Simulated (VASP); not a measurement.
Computed with r2SCAN meta-GGA, VASP's PBE PAW potentials (set 64) (plane waves; VASP).

A VASP calculation is set up with these files.

POSCAR:
```
C
1
    1.2118238012    -2.0989395126     0.0000000000
    1.2118238012     2.0989395126    -0.0000000000
    0.0000000000     0.0000000000     5.6521393585
C
4
Direct
  0.0000000000   0.0000000000   0.2500000000
  0.0000000000   0.0000000000   0.7500000000
  0.3333330000   0.6666670000   0.2500000000
  0.6666670000   0.3333330000   0.7500000000
```

### INCAR
```
SYSTEM = C
PREC = Accurate
ENCUT = 620
EDIFF = 1E-6
NELM = 100
ALGO = Normal
LREAL = .FALSE.
LASPH = .TRUE.
ISMEAR = 0
SIGMA = 0.05
METAGGA = R2SCAN
LMIXTAU = .TRUE.
LWAVE = .FALSE.
LCHARG = .FALSE.
IBRION = 2
ISIF = 3
NSW = 40
EDIFFG = -0.02
PSTRESS = 300
```

### KPOINTS
```
Automatic mesh
0
G
 10 10 4
```

POTCAR, in this order: C (PBE.64 set). Program: vasp_std.

**Question.** What will the output report for the number of irreducible k-points (NKPTS), largest plane-wave count, number of space-group operations, FFT grid (NGX, NGY, NGZ)?

**Answer.** 
```yaml
number of irreducible k-points (NKPTS): 42
largest_plane_wave_count: 1031
number_of_space_group_operations: 24
FFT grid (NGX, NGY, NGZ): 20 × 20 × 48
```

The compound is C in the graphite structure. This run relaxes it under an external pressure of 30 GPa. Symmetry was kept, so distortions that lower it aren't found.
